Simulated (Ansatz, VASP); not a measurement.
One calculation of SiF, two programs

```
Si F
1.0
     3.02860    0.00000    0.00000
     0.00000    3.02860    0.00000
     0.00000    0.00000    3.02860
Si F
1 1
Cartesian
  1.5143 1.5143 1.5143
  0.0000 0.0000 0.0000
```

The cell was built by a generator and needn't be a form met in nature.

Alike in both runs: task single point; functional PBE; k mesh 9 × 9 × 9; occupations fermi-dirac, width 0.05 eV; no spin polarisation.

|  | VASP | Ansatz |
| --- | --- | --- |
| version | VASP 6.6.1 | Ansatz 0.2.0 |
| potentials or method | VASP PAW PBE potentials, release 64 (Si, F) | Ansatz PAW |
| plane-wave cutoff (eV) | 520 | 420 |
| valence electrons in the cell | 11 | 11 |

VASP gave:

| Item | Value |
| --- | --- |
| gap on the k mesh at the Fermi level (eV) | none |
| pressure (GPa) | 0.0 |

Q: What did Ansatz give for the same quantities?

A: gap on the k mesh at the Fermi level (eV): none; pressure (GPa): 0.2.

A gap of «none» marks a metal or a gap that the smearing closes. With one functional, cell and mesh, what is left measures potentials, basis and numerics.

Caveats: an odd number of electrons without spin polarisation forces a metal; a magnetic or distorted state may lie lower; the pressure holds a Pulay correction of +0.5 GPa for the finite cutoff (Ansatz).
